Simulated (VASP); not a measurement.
# YAl7N8 (P3m1) in VASP: relaxation of cell and atoms with PBE

Aim: the relaxation of cell and atoms of YAl7N8 with PBE.

All numbers are computed with VASP 6.6.1; they aren't measurements. Logs are shortened: lines on timing, memory, paths and dates and some standing lists are left out, and cuts for length are marked.

## 1. The crystal as given

Symmetry: P3m1, No. 156, trigonal system. The conventional cell has a = 6.460 Å, b = 6.460 Å, c = 5.080 Å, α = 90.00°, β = 90.00°, γ = 120.00°. Al (site symmetry m) is surrounded by 4 N at 1.94 to 1.96 Å. Al (site symmetry m) is surrounded by 4 N at 1.94 to 1.96 Å. Al (site symmetry 3m) has 4 N at 1.94 to 1.96 Å as nearest neighbours. Y (site symmetry 3m) has 4 N at 1.94 to 1.96 Å as nearest neighbours. N (site symmetry 3m) is surrounded by 1 Y at 1.94 Å and 3 Al at 1.96 Å. N (site symmetry m) has 3 Al at 1.94 to 1.96 Å and 1 Y at 1.96 Å as nearest neighbours. N (site symmetry m) is surrounded by 4 Al at 1.94 to 1.96 Å. N (site symmetry 3m) is surrounded by 4 Al at 1.94 to 1.96 Å.

The cell was built by a generator and needn't be a form met in nature.

## 2. Relaxation of cell and atoms, PBE

Contents of INCAR:

```
SYSTEM = YAl7N8
PREC     = Accurate       ! precision mode
ENCUT    = 600            ! plane-wave cutoff, eV
EDIFF    = 1E-6           ! SCF threshold, eV
ISMEAR   = 0              ! smearing method
SIGMA    = 0.05           ! smearing width, eV
LREAL    = .False.        ! projectors in reciprocal space
LASPH    = .True.         ! aspherical terms in the spheres
NELM     = 60             ! most SCF steps
ALGO     = Normal         ! electronic algorithm
ISIF     = 3              ! what is computed and relaxed
LWAVE    = .False.        ! write WAVECAR
LCHARG   = .False.        ! write CHGCAR
GGA      = PE             ! functional
IBRION   = 2              ! ionic algorithm
NSW      = 40             ! ionic steps
EDIFFG   = -0.005         ! ionic threshold
```

Contents of KPOINTS:

```
regular mesh
0
Gamma
  4 4 5
  0 0 0
```

Contents of POSCAR:

```
YAl7N8
1.0
    6.4600000000      0.0000000000      0.0000000000
   -3.2300000000      5.5945241084      0.0000000000
    0.0000000000      0.0000000000      5.0800000000
Al Y N
7 1 8
Direct
    0.3333333333      0.1666666667      0.5000000000
    0.1666666667      0.8333333333      0.0000000000
    0.3333333333      0.6666666667      0.5000000000
    0.6666666667      0.3333333333      0.0000000000
    0.8333333333      0.1666666667      0.5000000000
    0.6666666667      0.8333333333      0.0000000000
    0.8333333333      0.6666666667      0.5000000000
    0.1666666667      0.3333333333      0.0000000000
    0.1666666667      0.3333333333      0.3820000000
    0.3333333333      0.1666666667      0.8820000000
    0.1666666667      0.8333333333      0.3820000000
    0.3333333333      0.6666666667      0.8820000000
    0.6666666667      0.3333333333      0.3820000000
    0.8333333333      0.1666666667      0.8820000000
    0.6666666667      0.8333333333      0.3820000000
    0.8333333333      0.6666666667      0.8820000000
```

Potentials or basis: VASP PAW PBE potentials, release 64 (Al, Y_sv, N).

Command:

```
$ cat potpaw_PBE.64/Al/POTCAR potpaw_PBE.64/Y_sv/POTCAR potpaw_PBE.64/N/POTCAR > POTCAR
$ mpirun -np 1 vasp_std > vasp.out
```

OUTCAR:

```text
SYSTEM = YAl7N8
   PREC = Accurate
   ENCUT = 600
   EDIFF = 1E-6
   ISMEAR = 0
   LREAL = .False.
   LASPH = .True.
   NELM = 60
   ISIF = 3
   GGA = PE
   IBRION = 2
   NSW = 40
   EDIFFG = -0.005

 ion  position               nearest neighbor table
   1  0.333  0.167  0.500-  10 1.94   9 1.96  11 1.96  13 1.96   8 3.15   8 3.15   2 3.15   2 3.15
                             4 3.15   4 3.15   3 3.23   7 3.23   3 3.23   7 3.23   5 3.23   5 3.23
   2  0.167  0.833  0.000-  11 1.94  12 1.96  10 1.96  16 1.96   3 3.15   3 3.15   1 3.15   1 3.15
                             7 3.15   7 3.15   8 3.23   4 3.23   8 3.23   4 3.23   6 3.23   6 3.23
   3  0.333  0.667  0.500-  12 1.94  11 1.96   9 1.96  15 1.96   2 3.15   2 3.15   8 3.15   8 3.15
                             6 3.15   6 3.15   5 3.23   1 3.23   1 3.23   5 3.23   7 3.23   7 3.23
   4  0.667  0.333  0.000-  13 1.94  14 1.96  16 1.96  10 1.96   5 3.15   5 3.15   7 3.15   7 3.15
                             1 3.15   1 3.15   2 3.23   6 3.23   6 3.23   2 3.23   8 3.23   8 3.23
   5  0.833  0.167  0.500-  14 1.94  13 1.96  15 1.96   9 1.96   4 3.15   4 3.15   6 3.15   6 3.15
                             8 3.15   8 3.15   3 3.23   7 3.23   7 3.23   3 3.23   1 3.23   1 3.23
   6  0.667  0.833  0.000-  15 1.94  16 1.96  14 1.96  12 1.96   7 3.15   7 3.15   5 3.15   5 3.15
                             3 3.15   3 3.15   8 3.23   4 3.23   4 3.23   8 3.23   2 3.23   2 3.23
   7  0.833  0.667  0.500-  16 1.94  15 1.96  13 1.96  11 1.96   6 3.15   6 3.15   4 3.15   4 3.15
                             2 3.15   2 3.15   1 3.23   5 3.23   5 3.23   1 3.23   3 3.23   3 3.23
   8  0.167  0.333  0.000-   9 1.94  10 1.96  12 1.96  14 1.96   1 3.15   1 3.15   3 3.15   3 3.15
                             5 3.15   5 3.15   6 3.23   2 3.23   2 3.23   6 3.23   4 3.23   4 3.23
   9  0.167  0.333  0.382-   8 1.94   1 1.96   3 1.96   5 1.96
  10  0.333  0.167  0.882-   1 1.94   8 1.96   2 1.96   4 1.96
  11  0.167  0.833  0.382-   2 1.94   3 1.96   1 1.96   7 1.96
  12  0.333  0.667  0.882-   3 1.94   2 1.96   8 1.96   6 1.96
  13  0.667  0.333  0.382-   4 1.94   5 1.96   7 1.96   1 1.96
  14  0.833  0.167  0.882-   5 1.94   4 1.96   6 1.96   8 1.96
  15  0.667  0.833  0.382-   6 1.94   7 1.96   5 1.96   3 1.96
  16  0.833  0.667  0.882-   7 1.94   6 1.96   4 1.96   2 1.96

  LATTYP: Found a hexagonal cell.
 ALAT       =     6.4600000000
 C/A-ratio  =     0.7863777090

  Lattice vectors:

 A1 = (   6.4600000000,   0.0000000000,   0.0000000000)
 A2 = (  -3.2300000000,   5.5945241084,   0.0000000000)
 A3 = (   0.0000000000,   0.0000000000,   5.0800000000)

Analysis of symmetry for initial positions (statically):
=====================================================================
 Subroutine PRICEL returns:
 Original cell was already a primitive cell.

 Routine SETGRP: Setting up the symmetry group for a
 hexagonal supercell.

 Subroutine GETGRP returns: Found  6 space group operations
 (whereof  2 operations were pure point group operations)
 out of a pool of 24 trial point group operations.

The static configuration has the point symmetry C_1h.
 The point group associated with its full space group is C_3v.

Analysis of symmetry for dynamics (positions and initial velocities):
=====================================================================
 Subroutine PRICEL returns:
 Original cell was already a primitive cell.

 Routine SETGRP: Setting up the symmetry group for a
 hexagonal supercell.

 Subroutine GETGRP returns: Found  6 space group operations
 (whereof  2 operations were pure point group operations)
 out of a pool of 24 trial point group operations.

The dynamic configuration has the point symmetry C_1h.
 The point group associated with its full space group is C_3v.

 Subroutine INISYM returns: Found  6 space group operations
 (whereof  2 operations are pure point group operations),
 and found     1 'primitive' translations

----------------------------------------------------------------------------------------

                                     Primitive cell

  volume of cell :     183.5944

  direct lattice vectors                    reciprocal lattice vectors
     6.460000000  0.000000000  0.000000000     0.154798762  0.089373107  0.000000000
    -3.230000000  5.594524108  0.000000000     0.000000000  0.178746213  0.000000000
     0.000000000  0.000000000  5.080000000     0.000000000  0.000000000  0.196850394

  length of vectors
     6.460000000  6.460000000  5.080000000     0.178746213  0.178746213  0.196850394

  position of ions in fractional coordinates (direct lattice)
     0.333333333  0.166666667  0.500000000
     0.166666667  0.833333333  0.000000000
     0.333333333  0.666666667  0.500000000
     0.666666667  0.333333333  0.000000000
     0.833333333  0.166666667  0.500000000
     0.666666667  0.833333333  0.000000000
[... 8 lines left out ...]
     0.666666667  0.833333333  0.382000000
     0.833333333  0.666666667  0.882000000

  ion indices of the primitive-cell ions
   primitive index   ion index
                 1           1
                 2           2
                 3           3
                 4           4
                 5           5
                 6           6
[... 8 lines left out ...]
                15          15
                16          16

----------------------------------------------------------------------------------------

 KPOINTS: regular mesh

Automatic generation of k-mesh.
 Grid dimensions read from file:
 generate k-points for:    4    4    5

 Generating k-lattice:

  Cartesian coordinates                     Fractional coordinates (reciprocal lattice)
     0.038699690  0.022343277  0.000000000     0.250000000  0.000000000  0.000000000
     0.000000000  0.044686553  0.000000000     0.000000000  0.250000000  0.000000000
     0.000000000  0.000000000  0.039370079     0.000000000  0.000000000  0.200000000

  Length of vectors
     0.044686553  0.044686553  0.039370079

  Shift w.r.t. Gamma in fractional coordinates (k-lattice)
     0.000000000  0.000000000  0.000000000

 Subroutine IBZKPT returns following result:
 ===========================================

 Found     14 irreducible k-points:

 Following reciprocal coordinates:
            Coordinates               Weight
  0.000000  0.000000  0.000000      1.000000
  0.250000  0.000000  0.000000      6.000000
  0.500000  0.000000  0.000000      3.000000
  0.250000  0.250000  0.000000      6.000000
  0.000000  0.000000  0.200000      2.000000
  0.250000  0.000000  0.200000      6.000000
  0.000000  0.250000  0.200000      6.000000
  0.500000  0.000000  0.200000      6.000000
  0.250000  0.250000  0.200000     12.000000
  0.000000  0.000000  0.400000      2.000000
  0.250000  0.000000  0.400000      6.000000
  0.000000  0.250000  0.400000      6.000000
  0.500000  0.000000  0.400000      6.000000
  0.250000  0.250000  0.400000     12.000000
   k-points           NKPTS =     14   k-points in BZ     NKDIM =     14   number of bands    NBANDS=     45
   number of dos      NEDOS =    301   number of ions     NIONS =     16
   total plane-waves  NPLWV = 122472
   dimension x,y,z NGX =    54 NGY =   54 NGZ =   42
   dimension x,y,z NGXF=   108 NGYF=  108 NGZF=   84
   ions per type =               7   1   8
   NGX,Y,Z   is equivalent  to a cutoff of  13.90, 13.90, 13.74 a.u.
   NGXF,Y,Z  is equivalent  to a cutoff of  27.79, 27.79, 27.49 a.u.
 SYSTEM =  YAl7N8
   PREC   = accura    normal or accurate (medium, high low for compatibility)
   ISTART =      0    job   : 0-new  1-cont  2-samecut
   ICHARG =      2    charge: 1-file 2-atom 10-const
   ISPIN  =      1    spin polarized calculation?
   LNONCOLLINEAR =      F non collinear calculations
   LSORBIT =      F    spin-orbit coupling
   LASPH  =      T    aspherical Exc in radial PAW
   ENCUT  =  600.0 eV  44.10 Ry    6.64 a.u.  12.90 12.90 10.15*2*pi/ulx,y,z
   NELM   =     60;   NELMIN=  2; NELMDL= -5     # of ELM steps
   EDIFF  = 0.1E-05   stopping-criterion for ELM
   LREAL  =      F    real-space projection
   EDIFFG = -.5E-02   stopping-criterion for IOM
   NSW    =     40    number of steps for IOM
   IBRION =      2    ionic relax: 0-MD 1-quasi-New 2-CG
   NFREE  =      1    steps in history (QN), initial steepest desc. (CG)
   ISIF   =      3    stress and relaxation
   ISYM   =      2    0-nonsym 1-usesym 2-fastsym
   POTIM  = 0.5000    time-step for ionic-motion
   TEBEG  =    0.0;   TEEND  =   0.0 temperature during run
   PSTRESS=    0.0 pullay stress
   NELECT =      72.0000    total number of electrons
   NUPDOWN=      -1.0000    fix difference up-down
   EMIN   =  10.00;   EMAX   =-10.00  energy-range for DOS
   EFERMI =   0.00;   METHOD = LEGACY
   ISMEAR =     0;   SIGMA  =   0.05  broadening in eV -4-tet -1-fermi 0-gaus
   EFERMI_NEDOS =   21; number of points for ismear=-14 and -15
   IALGO  =     38    algorithm
   IMIX   =      4    mixing-type and parameters
     AMIX     =   0.40;   BMIX     =  1.00
     AMIX_MAG =   1.60;   BMIX_MAG =  1.00
  volume/ion in A,a.u.               =      11.47        77.43
  Fermi-wavevector in a.u.,A,eV,Ry     =   1.198301  2.264460 19.536945  1.435925
  Thomas-Fermi vector in A             =   2.334193
   LORBIT       =      0    0 simple, 1 ext, 2 COOP (PROOUT), +10 PAW based schemes
   GGA     = PE    functional components
   LHFCALC =     F    Hartree Fock is set to
   AEXX    =    0.0000 exact exchange contribution
   IVDW    =     0    specifies the selected vdW correction
   LEPSILON=     F    determine dielectric tensor
   LRPA    =     F    only Hartree local field effects (RPA)
 conjugate gradient relaxation of ions
 non-spin polarized calculation
 Gauss-broadening in eV      SIGMA  =   0.05
  energy-cutoff  :      600.00
  volume of cell :      183.59
 maximum number of plane-waves:      6140
 NGX is ok and might be reduce to    54
   NGX = 25   NGY = 25   NGZ = 21

--------------------------------------- Ionic step        1  -------------------------------------------

 number of electron      71.9999987 magnetization

 Free energy of the ion-electron system (eV)
  ---------------------------------------------------
  ext. energy  EPLUGINS =         0.00000000
  ---------------------------------------------------
  free energy    TOTEN  =      -117.79652673 eV

  energy without entropy =     -117.79652673  energy(sigma->0) =     -117.79652673

------------------------ aborting loop because EDIFF is reached ----------------------------------------

  FORCE on cell =-STRESS in cart. coord.  units (eV):
  Direction    XX          YY          ZZ          XY          YZ          ZX
  --------------------------------------------------------------------------------------
  -------------------------------------------------------------------------------------
  Total        4.0238210      4.0238210      9.4173574      0.0000000     -0.0000000      0.0000000
  in kB       35.1147721     35.1147721     82.1826713      0.0000000     -0.0000000      0.0000000
  external PRESSURE =      50.8040719 kB  Pullay stress =       0.0000000 kB
[... 131 lines left out ...]
  FREE ENERGIE OF THE ION-ELECTRON SYSTEM (eV)
  ---------------------------------------------------
  free  energy   TOTEN  =      -120.3862395343 eV

  energy  without entropy=     -120.3862395343  energy(sigma->0) =     -120.38623953

[... ionic steps 4 to 16 ...]

--------------------------------------- Ionic step       17  -------------------------------------------

 number of electron      71.9999994 magnetization

------------------------ aborting loop because EDIFF is reached ----------------------------------------

  FORCE on cell =-STRESS in cart. coord.  units (eV):
  Direction    XX          YY          ZZ          XY          YZ          ZX
  --------------------------------------------------------------------------------------
  -------------------------------------------------------------------------------------
  Total        0.0305657      0.0305657      0.0378899     -0.0000000      0.0000000      0.0000000
  in kB        0.2668934      0.2668934      0.3308468     -0.0000000      0.0000000      0.0000000
  external PRESSURE =       0.2882112 kB  Pullay stress =       0.0000000 kB
[... 85 lines left out ...]
  energy  without entropy=     -120.6303349644  energy(sigma->0) =     -120.63033496

--------------------------------------- Ionic step       19  -------------------------------------------

 number of electron      71.9999994 magnetization

 Free energy of the ion-electron system (eV)
  ---------------------------------------------------
  ext. energy  EPLUGINS =         0.00000000
  ---------------------------------------------------
  free energy    TOTEN  =      -120.63034947 eV

  energy without entropy =     -120.63034947  energy(sigma->0) =     -120.63034947

 E-fermi :   5.8172     XC(G=0): -10.7222

 val. band max:        5.5479123586   @ k =   0.5000   0.0000   0.4000
 cond. band min:       8.6703720223   @ k =   0.0000   0.0000   0.0000
 fundamental gap:      3.1224596637
 Fermi energy:         5.8172155641

 k-point     1 :       0.0000    0.0000    0.0000
  band No.  band energies     occupation
      1     -34.1142      2.00000
      2     -14.6142      2.00000
      3     -14.6142      2.00000
      4     -14.4190      2.00000
      5      -9.3301      2.00000
      6      -7.6539      2.00000
[... 704 lines left out ...]
  FREE ENERGIE OF THE ION-ELECTRON SYSTEM (eV)
  ---------------------------------------------------
  free  energy   TOTEN  =      -120.6303494749 eV

  energy  without entropy=     -120.6303494749  energy(sigma->0) =     -120.63034947

 reached required accuracy - stopping structural energy minimisation
```

It took 26 min on 1 thread of Intel Xeon Platinum 8488C (Sapphire Rapids), shared host; peak memory 0.44 GiB.

What came out:

| Item | Value |
| --- | --- |
| Free energy | -120.6303 eV |
| Relaxed volume | 11.47 Å³/atom |
| Relaxed cell | a = 6.441 Å, b = 6.441 Å, c = 5.108 Å, α = 90.00°, β = 90.00°, γ = 120.00° |
| Space group after relaxing (to 0.05 Å) | P3m1 (No. 156) |
| Energy gained by relaxing | 177.1 meV/atom |
| Ionic steps | 19 |
| Pressure after relaxing | 0.0 GPa |
| Largest force after relaxing | 0.004 eV/Å |
| Band gap on the k mesh | 3.12 eV, indirect (least direct gap 3.46 eV) |

Forces in eV/Å, atoms in the order of the input:
```
Al   0.000  0.000 -0.004
Al   0.001  0.001  0.000
Al   0.000  0.000 -0.004
Al   0.000 -0.001  0.000
Al   0.000  0.000 -0.004
Al  -0.001  0.001  0.000
Al   0.000  0.000  0.003
Y    0.000  0.000 -0.001
N    0.000  0.000  0.003
N    0.000  0.000  0.000
N   -0.001 -0.001  0.002
N    0.000  0.000  0.000
N    0.000  0.001  0.002
N    0.000  0.000  0.000
N    0.001 -0.001  0.002
N    0.000  0.000  0.001
```

Step by step:
| step | energy change (eV) | largest force (eV/Å) | pressure (GPa) | volume (Å³) |
| --- | --- | --- | --- | --- |
| 1 | 0.0000 | 7.1342 | 5.08 | 183.59 |
| 2 | -2.0436 | 2.4015 | -8.36 | 193.42 |
| 3 | -2.5897 | 1.0362 | -5.44 | 189.84 |
| 4 | -2.7800 | 0.3244 | 3.38 | 180.33 |
| 5 | -2.8034 | 0.4250 | 1.01 | 182.61 |
| 6 | -2.8261 | 0.1976 | 0.01 | 183.53 |
| 7 | -2.8262 | 0.1812 | -0.06 | 183.59 |
| 8 | -2.8308 | 0.0893 | -0.12 | 183.64 |
| 9 | -2.8317 | 0.0977 | -0.16 | 183.67 |
| 10 | -2.8333 | 0.0510 | 0.13 | 183.38 |
| 11 | -2.8333 | 0.0519 | 0.13 | 183.39 |
| 12 | -2.8337 | 0.0259 | -0.05 | 183.56 |
| 13 | -2.8337 | 0.0255 | -0.05 | 183.55 |
| 14 | -2.8338 | 0.0098 | 0.02 | 183.50 |
| 15 | -2.8338 | 0.0105 | 0.02 | 183.49 |
| 16 | -2.8338 | 0.0123 | 0.03 | 183.48 |
| 17 | -2.8338 | 0.0114 | 0.03 | 183.49 |
| 18 | -2.8338 | 0.0112 | 0.03 | 183.49 |
| 19 | -2.8338 | 0.0043 | -0.01 | 183.53 |

Final structure:
```xyz
16
Lattice="6.4413 0.0000 0.0000 -3.2207 5.5784 0.0000 0.0000 0.0000 5.1078" Properties=species:S:1:pos:R:3 pbc="T T T"
Al    1.6621    0.8999    2.5776
Al   -1.5933    4.6584    5.0904
Al    0.0000    3.7786    2.5776
Al    3.2207    1.8398    5.0904
Al    4.7793    0.8999    2.5776
Al    1.5933    4.6584    5.0904
Al    3.2207    3.7189    2.5295
Y     0.0000    1.8595    5.0829
N     0.0000    1.8595    2.2640
N     1.7821    0.8306    4.4502
N    -1.6194    4.6434    1.9178
N     0.0000    3.9172    4.4502
N     3.2207    1.8699    1.9178
N     4.6592    0.8306    4.4502
N     1.6194    4.6434    1.9178
N     3.2207    3.7189    4.4869
```

Levels at points of the mesh, in eV from the valence-band top:
```csv
k point,band 33,band 34,band 35,band 36,band 37,band 38,band 39,band 40
"(0.00, 0.00, 0.00)",-0.69,-0.44,-0.44,-0.34,3.12,4.25,4.25,4.80
"(0.50, 0.00, 0.00)",-0.88,-0.62,-0.18,-0.16,4.40,4.62,4.83,5.46
```

Caveat: an odd mesh through Γ misses points on the zone boundary, where band edges often lie. Expect the measured gap to be larger: semilocal functionals such as PBE lack the derivative discontinuity.
